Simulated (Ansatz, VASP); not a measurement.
# In2SeS (In2SSe monolayer): VASP beside Ansatz

Wanted: the spread between two codes on one cell, functional and k mesh. The structure shown is the start of the Ansatz relaxation below; VASP solves that cell, so the two are compared at the walk's first step.

Program: Ansatz 0.2.0. Level of theory: plane waves, with VASP 6.6.1 beside it; single point at PBE with D3(BJ). Results are calculated unless marked as measured.

### 1. The starting structure

The cell holds 4 atoms: 1 Se, 2 In and 1 S. Cell: a = 4.017 Å, b = 4.017 Å, c = 41.155 Å, α = 90.0°, β = 90.0°, γ = 120.0°. Vacuum lies along c.

### 2. Ansatz: relaxation, PBE with D3(BJ)

Ansatz runs on its default PAW (the set named soft_2) files.

The two programs are compared at the cell with which this relaxation starts, whose forces are those of its first step.

input.yaml

```yaml
crystal:
  lattice:
    - [4.017, 0.0, 0.0]
    - [-2.0085, 3.478824047, 0.0]
    - [0.0, 0.0, 41.1554838417]
  atoms:
    - { symbol: Se, position: [0.3333333333, 0.6666666667, 0.4385806778] }
    - { symbol: In, position: [0.0, 0.0, 0.4697328586] }
    - { symbol: In, position: [0.0, 0.0, 0.5387394583] }
    - { symbol: S, position: [0.3333333333, 0.6666666667, 0.5614193222] }
  periodic: [true, true, false]
kpoints:
  mp_grid: { grid: [12, 12, 1] }
hamiltonian:
  xc: pbe
  dispersion: d3bj
scf:
  occupations: { method: fermi_dirac, width: 0.05 }
  convergence: { dr2_threshold: 1.0e-09 }
relax:
  f_tol: 0.004
  max_steps: 90
  cell: {}
output:
  write_potential: true
  write_density: true
  volumetric_format: npy
```

Command:

```console
$ ansatz run input.yaml --threads 2 --pin off --max-ram 3072MiB --backend cpu --events-out ev --progress --plain --runs-dir out
```

Numbers of over 12 decimals in the logs are rounded to 6 here.

Log:

```text
Warning: relax.cell: scf.convergence.dr2_threshold = 1e-9 eV is looser than the 1.76469866423e-10 eV advised for a relaxation that steers and ends on the stress (1e-10 eV for each atom of the cell: 4, times the square of relax.cell.stress_2d_tol = 0.05 N/m over 15.1 Å (the atoms' height at the walk's start and 5 Å past either face), 3.321e-2 GPa, over a crystal's default 0.05). What an SCF threshold leaves in a stress goes as its square root, and in the free energy as the threshold itself, and one threshold admits the most on a small cell: [figures from the program's tests cut] Set scf.convergence.dr2_threshold to 1.76469866423e-10 eV or tighter. [rest of the remark cut]
Engine: ansatz 0.2.0, x86_64-unknown-linux-gnu
Pseudopotentials: kind: paw
Pseudopotential: Se, paw, valence charge 16, recommended cutoff 420 eV (normal), Se.paw.azcp
Pseudopotential: In, paw, valence charge 13, recommended cutoff 420 eV (normal), In.paw.azcp
Pseudopotential: S, paw, valence charge 6, recommended cutoff 420 eV (normal), S.paw.azcp
Functional definition: PBE
  parameter kappa = 0.804
  parameter beta = 0.066725
  exchange = pbe_x(kappa = kappa, mu = beta*pi^2/3)
  correlation = pbe_c(beta = beta)
Crystal: 4 atoms, lattice volume = 575.125 Å³
Basis set: ecut = 420 eV, 11285 PW (Γ), exchange–correlation on 54×54×576 points (8 copies of the dense FFT grid, shifted against one another)
Bands: 29, of which v1, the nominal top of the filled ones, is band 24 counted from 1 (23 counted from 0)
Symmetry: 6 space group operations
Space group: P3m1 (ITA 156), of the structure as read, at distance tolerance 8.3e-5 Å
k-points: 19 of 144 (time reversal used)
Non-local potential: Se, projectors of the file, l = 0: 2, l = 1: 2, l = 2: 3, l = 3: 1
Non-local potential: In, projectors of the file, l = 0: 2, l = 1: 2, l = 2: 2, l = 3: 2
Non-local potential: S, projectors of the file, l = 0: 2, l = 1: 2, l = 2: 2
PAW form: soft (Blöchl's): semilocal exchange-correlation on the pseudo side does not see the compensation charge
PAW one-centre angular grid: Se, 590 points (default); XC on 64 Gauss nodes
PAW one-centre angular grid: In, 590 points (default); XC on 64 Gauss nodes
PAW one-centre angular grid: S, 110 points (default); XC on 64 Gauss nodes
Initial density: superposition of atomic densities (neutral atoms: chi_scale 0, normalization atom), corrected by the library's trained network
Initial wavefunctions: pseudopotential atomic-orbital guess
Functional: x = pbe(κ = 0.804, μ = 0.219515), c = pbe(β = 0.066725)
SCF iter   1: F=—  HF=-17569.665040 eV  |F-HF|=—  |Δ(HF+E_count)|=         —  Δρ=1.14e-3  dr2=5.79e-2  ethr=1.77e-3  ⟨swp⟩=13.1  Hψ=3686  notcnv=0
preconditioner: auto → Resta (q_TF=auto, 1.804 Å⁻¹)  ε∞=1.5  [insulator: Δε(μ)=1.147 eV  Ē_g=13.604 eV  σ=0.050 eV  W_gap=1.00  n_scr=22 (ndim 8)  ℏωp=9.5 eV  f_vac=0.785  D(μ)=0.00/eV (n_scr^D=0)  ε∞_Penn≈1.5  vacuum switching on, ρ_ref=1.3e-2 e/Å³]
SCF iter   2: F=—  HF=-17569.688821 eV  |F-HF|=—  |Δ(HF+E_count)|=   2.38e-2  Δρ=1.76e-3  dr2=2.83e-1  ethr=1.21e-4  ⟨swp⟩=5.3  Hψ=1358  notcnv=0  defer=13
SCF iter   3: F=—  HF=-17569.659868 eV  |F-HF|=—  |Δ(HF+E_count)|=   2.90e-2  Δρ=2.71e-4  dr2=2.10e-3  ethr=1.21e-4  ⟨swp⟩=4.8  Hψ=942  notcnv=0  defer=14
SCF iter   4: F=—  HF=-17569.660313 eV  |F-HF|=—  |Δ(HF+E_count)|=   4.44e-4  Δρ=1.62e-4  dr2=3.33e-4  ethr=4.37e-6  ⟨swp⟩=2.9  Hψ=1211  notcnv=0  defer=13
SCF iter   5: F=—  HF=-17569.660473 eV  |F-HF|=—  |Δ(HF+E_count)|=   1.60e-4  Δρ=6.73e-5  dr2=2.63e-5  ethr=6.94e-7  ⟨swp⟩=2.7  Hψ=937  notcnv=0  defer=13
SCF iter   6: F=—  HF=-17569.660565 eV  |F-HF|=—  |Δ(HF+E_count)|=   9.19e-5  Δρ=2.21e-5  dr2=7.20e-6  ethr=5.48e-8  ⟨swp⟩=3.2  Hψ=1241  notcnv=0  defer=13
SCF iter   7: F=—  HF=-17569.660567 eV  |F-HF|=—  |Δ(HF+E_count)|=   2.58e-6  Δρ=7.97e-6  dr2=4.47e-7  ethr=1.50e-8  ⟨swp⟩=2.2  Hψ=919  notcnv=0  defer=13
SCF iter   8: F=—  HF=-17569.660643 eV  |F-HF|=—  |Δ(HF+E_count)|=   7.54e-5  Δρ=1.93e-6  dr2=3.83e-8  ethr=9.31e-10  ⟨swp⟩=3.1  Hψ=1091  notcnv=0  defer=13
SCF iter   9: F=—  HF=-17569.660643 eV  |F-HF|=—  |Δ(HF+E_count)|=   3.28e-8  Δρ=7.65e-7  dr2=5.20e-9  ethr=7.98e-11  ⟨swp⟩=3.4  Hψ=1171  notcnv=0  defer=13
SCF iter  10: F=-17569.660643 eV  HF=-17569.660643 eV  |F-HF|=9.97e-10  |Δ(HF+E_count)|=   1.06e-8  Δρ=1.65e-7  dr2=2.40e-10  ethr=2.08e-12  ⟨swp⟩=11.4  Hψ=4194  notcnv=0
SCF 1 converged in 10 iterations: F = -17569.660643 eV  dr2 = 2.40e-10
[...]
Crystal: 4 atoms, lattice volume = 556.129 Å³
[...]
preconditioner: auto → Resta (q_TF=auto, 1.814 Å⁻¹)  ε∞=1.5  [insulator: Δε(μ)=1.719 eV  Ē_g=13.553 eV  σ=0.050 eV  W_gap=1.00  n_scr=22 (ndim 8)  ℏωp=9.7 eV  f_vac=0.781  D(μ)=0.00/eV (n_scr^D=0)  ε∞_Penn≈1.5  vacuum switching on, ρ_ref=1.3e-2 e/Å³]
[...]
SCF iter   3: F=—  HF=-17569.769870 eV  |F-HF|=—  |Δ(HF+E_count)|=   1.51e-7  Δρ=4.67e-6  dr2=7.89e-7  ethr=1.79e-9  ⟨swp⟩=2.6  Hψ=745  notcnv=0
SCF iter   4: F=—  HF=-17569.769870 eV  |F-HF|=—  |Δ(HF+E_count)|=   6.28e-8  Δρ=1.94e-6  dr2=1.03e-7  ethr=1.64e-9  ⟨swp⟩=1.7  Hψ=620  notcnv=0
SCF iter   5: F=—  HF=-17569.769870 eV  |F-HF|=—  |Δ(HF+E_count)|=   9.80e-9  Δρ=6.34e-7  dr2=5.76e-9  ethr=2.15e-10  ⟨swp⟩=2.2  Hψ=905  notcnv=0
SCF iter   6: F=-17569.769870 eV  HF=-17569.769870 eV  |F-HF|=1.31e-10  |Δ(HF+E_count)|=  5.35e-10  Δρ=1.95e-7  dr2=1.80e-10  ethr=2.08e-12  ⟨swp⟩=9.2  Hψ=4393  notcnv=0
SCF 6 converged in 6 iterations: F = -17569.769870 eV  dr2 = 1.80e-10
relax step   6: F+E_penalty+E_count = -17569.76986999 eV  Δ(F+E_penalty+E_count) = -5.793e-6 eV  max|allowed force component| = 5.399e-4 eV/Å  Δτ_max = 0.0005 Å  P = -0.000 N/m  Ω = 556.129 Å³  energy of the carried Pulay correction = +7.422e-4 eV  fix = [c, alpha, beta]  reactions: c -0.000 N/m  (6 SCF iters, accepted)
Initial wavefunctions: pseudopotential atomic-orbital guess (no wavefunctions were taken with the density)
iter 1 solved again at ethr=2.40e-7 eV; its pass at ethr=3.10e-3 eV (dr2=1.15e-4 eV) is discarded
SCF iter   1: F=—  HF=-17569.769080 eV  |F-HF|=—  |Δ(HF+E_count)|=         —  Δρ=2.24e-5  dr2=5.01e-7  ethr=2.40e-7  ⟨swp⟩=5.1  Hψ=5924  notcnv=0
SCF iter   2: F=—  HF=-17569.769148 eV  |F-HF|=—  |Δ(HF+E_count)|=   6.77e-5  Δρ=1.04e-5  dr2=1.26e-7  ethr=1.04e-9  ⟨swp⟩=3.5  Hψ=1361  notcnv=0
SCF iter   3: F=—  HF=-17569.769148 eV  |F-HF|=—  |Δ(HF+E_count)|=   1.73e-7  Δρ=3.53e-6  dr2=4.89e-7  ethr=2.63e-10  ⟨swp⟩=3.1  Hψ=1047  notcnv=0  recentre
SCF iter   4: F=—  HF=-17569.769148 eV  |F-HF|=—  |Δ(HF+E_count)|=   3.65e-8  Δρ=2.17e-6  dr2=9.71e-8  ethr=2.63e-10  ⟨swp⟩=2.9  Hψ=844  notcnv=0
SCF iter   5: F=-17569.769148 eV  HF=-17569.769148 eV  |F-HF|=2.15e-10  |Δ(HF+E_count)|=   2.54e-9  Δρ=3.51e-7  dr2=6.04e-10  ethr=2.08e-12  ⟨swp⟩=15.2  Hψ=5157  notcnv=0
SCF 7 converged in 5 iterations: F = -17569.769148 eV  dr2 = 6.04e-10
relax step   7: F+E_penalty+E_count = -17569.76914780 eV  Δ(F+E_penalty+E_count) = +7.222e-4 eV  max|allowed force component| = 6.781e-4 eV/Å  Δτ_max = 0.0000 Å  P = -0.001 N/m  Ω = 556.129 Å³  fix = [c, alpha, beta]  reactions: c -0.000 N/m  stress off target by 9.37e-4 N/m on what of the cell is left free  SCF on the basis re-selected at this cell (its energy is not comparable with the rows above)  (5 SCF iters)
basis re-selected at this cell: Δ(F+E_penalty+E_count) = +7.222e-4 eV, ΔP = -0.001 N/m vs the last step (what re-selecting the basis moved, of the pressure what is left beyond the Pulay correction that the steps carried, after the strain that the cell walked since its last selection, with what the two solves' SCF thresholds leave and, on support functions, any second-order correction that the steps lacked; it is no m [...]
WARN: The output density's exchange-correlation potential varies sharply where the density is thin. Do not read a vacuum level from v_tot or v_xc, or from such a field of the output density. On a cell that repeats whose density bears no net charge and no dipole along the vacuum's axis use v_es (v_loc + v_h of the components); under efield.dipole_correction with no amplitude use v_es + v_field, which holds any externa [...]
SCF converged after 5 iterations
Free energy (F): -17569.769148 eV
Harris-Foulkes:  -17569.769148 eV  (|F-HF|=2.15e-10)
Internal energy: -17569.769148 eV  (E = F + TS)
E sigma→0 (E₀):  -17569.769148 eV
Fermi energy:    -5.250761 eV
--- Per-component energies (eV) ---
  E_band       = -1115.678701
  E_kinetic    = 709.866265
  E_local      = -127667.153209  (includes V_loc(G=0)·N_el)
  E_nonlocal   = 167.563789
  E_hartree    = 63225.367581
  E_xc         = -630.824900
  E_vxc        = -382.700860  (∫ρ·V_xc dr)
  E_paw        = -10822.276087  (= ΣΔE_a)
  E_vpaw       = -393.986889  (= ΣTr[D̂ρ^β])
  E_aug_tail   = -0.000545  (compensation charges beyond the density's cutoff)
  E_ewald      = 57448.551356
  E_disp       = -0.863398  (pairwise vdW)
  E_smearing   = -0.000000  (= −TS)
  E_closure    = 0.000000  (closes the sum)
  Σ components = -17569.769148   (vs F -17569.769148, Δ=0.00e0)
--- Forces (eV/Å), atoms counted from 1 ---
  atom   1  Se     0.00000000     0.00000000    -0.00067808
  atom   2  In     0.00000000    -0.00000000     0.00039792
  atom   3  In     0.00000000     0.00000000    -0.00030171
  atom   4  S      0.00000000     0.00000000     0.00058178
  max |Σ_I F_I| component: 9.36e-8 eV/Å
--- 2D stress c σ (N/m, compression-positive) ---
       -0.000937       0.000000       0.000000
        0.000000      -0.000937       0.000000
        0.000000       0.000000      -0.000000
  P = ½ c Tr σ = -0.0009 N/m
--- Band table (eV; the first three rows and the last of 19) ---
  k-point 0: bands = [... 20 lower, -7.0959, -6.3406, -6.3406, -6.2769, -4.4746, -3.0830, -0.8432, -0.8432, ... 1 higher]
  k-point 1: bands = [... 20 lower, -7.1683, -6.7750, -6.4261, -6.2261, -4.1405, -2.7137, -1.2653, -0.7758, ... 1 higher]
  k-point 2: bands = [... 20 lower, -7.5163, -7.3559, -6.6439, -6.1930, -3.6016, -2.4358, -1.5792, -0.6787, ... 1 higher]
  k-point 18: bands = [... 20 lower, -8.9484, -7.9452, -7.4827, -7.1660, -3.5403, -2.8743, -2.0268, -0.9949, ... 1 higher]
  the weakly bound empty levels are not read free of the cell's end (no_gap_told)
--- Relaxed structure (6 steps of the walk, 6 accepted, 1 SCFs on fresh bases) ---
  F+E_penalty+E_count = -17569.76914780 eV   max|allowed force component| = 6.781e-4 eV/Å   (the final SCF, on the basis selected at the relaxed cell)
  cell:  # Å, volume = 556.1288 Å³
    - [3.950104, -4.951305010731083e-18, 0]
    - [-1.975052, 3.420890, 0]
    - [0, 0, 41.1554838417]
  atoms:
    - { symbol: Se, position: [0.333333, 0.666667, 0.436791] }
    - { symbol: In, position: [0, -3.7007434155248937e-17, 0.469278] }
    - { symbol: In, position: [0, -3.7007434155248937e-17, 0.537227] }
    - { symbol: S, position: [0.333333, 0.666667, 0.565175] }
```

Reading the cycles: dr2 is the Hartree energy of the density residual (eV), the measure of convergence; HF is the Harris–Foulkes estimate of the energy, which meets the free energy F at convergence.

[end of part 1 of 2]

[Lines on the potential files, build, host, timing and source positions are cut from VASP's logs without a mark.]

[Logs are printed without paths, hosts, clocks, repeated set-up lines and the standing remarks that a program may print on its own settings, such as how far it seeks lower states.]

[Hosts, paths, dates, database ids (printed as entryN), source tags and the programs' standing remarks are cut or masked in the printed files.]
